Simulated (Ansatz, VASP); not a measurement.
**KAuS2: VASP beside Ansatz**

```
K S Au
1.0
     4.75200    0.00000    0.00000
     0.00000    4.75200    0.00000
     0.00000    0.00000    4.66701
K S Au
1 2 1
Cartesian
  2.3760 2.3760 2.3335
  2.3760 0.0000 0.0000
  0.0000 2.3760 0.0000
  0.0000 0.0000 0.0000
```

Alike in both runs: task relaxation of cell and atoms; functional PBE; k mesh 10 × 10 × 10; occupations gaussian, width 0.1 eV; no spin polarisation.

```csv
,VASP,Ansatz
version,VASP 6.6.1,Ansatz 0.2.0
potentials or method,"VASP PAW PBE potentials, release 64 (K_sv, S, Au)","scalar-relativistic, plane waves, PAW"
plane-wave cutoff (eV),600,420
valence electrons in the cell,32,40
```

```csv
,VASP,Ansatz,Ansatz less VASP
"gap on the k mesh at the Fermi level, each at its own relaxed structure (eV)",none,none,-
relaxed volume (Å³/atom),27.45,27.46,+0.017
relaxed cell length with the largest relative difference (Å),4.682,4.679,-0.0035
energy change over the relaxation (meV/atom),-11,-11,-0.6
```

A gap of «none» marks a metal or a gap that the smearing closes. The two sets of potentials don't hold the same shells in valence.

The runs have no spin-orbit coupling, so splittings on Au are missing.
